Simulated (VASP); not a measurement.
Set up this calculation in VASP 6.6.1, as the native input.

| Quantity | Value |
| --- | --- |
| Task | band structure |
| Functional | PBE |
| Potentials or basis | VASP PAW PBE potentials, release 64 (B, Pd) |
| Cutoff | 520 eV |
| k mesh | 5 × 5 × 5 |
| Occupations | fermi-dirac, width 0.05 eV |
| Spin | no spin polarisation |
| Further INCAR settings | ALGO = Fast; EDIFF = 1e-06; NBANDS = 26; ISYM = -1 |

Crystal: B2Pd3.

```xyz
5
Lattice="4.0820 0.0000 0.0000 0.0000 4.0820 0.0000 0.0000 0.0000 4.0820" Properties=species:S:1:pos:R:3 pbc="T T T"
B     0.0000    0.0000    0.0000
B     2.0410    2.0410    2.0410
Pd    0.0000    2.0410    2.0410
Pd    2.0410    0.0000    2.0410
Pd    2.0410    2.0410    0.0000
```

The cell was built by a generator and needn't be a form met in nature.

These files were run (other wordings do the same):

POSCAR

```
B2Pd3
1.0
    4.0820000000      0.0000000000      0.0000000000
    0.0000000000      4.0820000000      0.0000000000
    0.0000000000      0.0000000000      4.0820000000
B Pd
2 3
Direct
    0.0000000000      0.0000000000      0.0000000000
    0.5000000000      0.5000000000      0.5000000000
    0.0000000000      0.5000000000      0.5000000000
    0.5000000000      0.0000000000      0.5000000000
    0.5000000000      0.5000000000      0.0000000000
```

INCAR.step1

```
SYSTEM = B2Pd3
PREC = Accurate
ENCUT = 520
EDIFF = 1E-6
ISMEAR = -1
SIGMA = 0.05
LREAL = .FALSE.
LASPH = .TRUE.
NELM = 80
ALGO = Fast
ISIF = 2
LWAVE = .FALSE.
LCHARG = .TRUE.
LMAXMIX = 4
GGA = PE
NBANDS = 26
ISYM = -1
```

KPOINTS.step1

```
regular mesh
0
G
  5 5 5
  0 0 0
```

INCAR.step2

```
SYSTEM = B2Pd3
PREC = Accurate
ENCUT = 520
EDIFF = 1E-6
ISMEAR = 0
SIGMA = 0.05
LREAL = .FALSE.
LASPH = .TRUE.
NELM = 80
ALGO = Fast
ISIF = 2
LWAVE = .FALSE.
LCHARG = .FALSE.
LMAXMIX = 4
GGA = PE
NBANDS = 26
ISYM = -1
ICHARG = 11
```

KPOINTS.step2

```
path GXMGRX,MR
15
line-mode
reciprocal
 0.0000000000  0.0000000000  0.0000000000  G
 0.0000000000  0.5000000000  0.0000000000  X

 0.0000000000  0.5000000000  0.0000000000  X
 0.5000000000  0.5000000000  0.0000000000  M

 0.5000000000  0.5000000000  0.0000000000  M
 0.0000000000  0.0000000000  0.0000000000  G

 0.0000000000  0.0000000000  0.0000000000  G
 0.5000000000  0.5000000000  0.5000000000  R

 0.5000000000  0.5000000000  0.5000000000  R
 0.0000000000  0.5000000000  0.0000000000  X

 0.5000000000  0.5000000000  0.0000000000  M
 0.5000000000  0.5000000000  0.5000000000  R
```

Potentials or basis: VASP PAW PBE potentials, release 64 (B, Pd).

Run with:

```sh
$ cat potpaw_PBE.64/B/POTCAR potpaw_PBE.64/Pd/POTCAR > POTCAR
$ cp INCAR.step1 INCAR
$ cp KPOINTS.step1 KPOINTS
$ mpirun -np 1 vasp_std > vasp.out
$ cp INCAR.step2 INCAR
$ cp KPOINTS.step2 KPOINTS
$ mpirun -np 1 vasp_std > vasp.out
```

It gave:

| Item | Value |
| --- | --- |
| Band gap along the path | none (metal or under the smearing width) |

Caveat: the log is that of the step along the path at fixed density, whose energy, stress, charges and moments have no meaning.

It took 6.6 min on 1 thread of Intel(R) Xeon(R) Platinum 8259CL CPU @ 2.50GHz (Skylake/Cascade Lake) (shared host), peak memory 0.3 GiB.
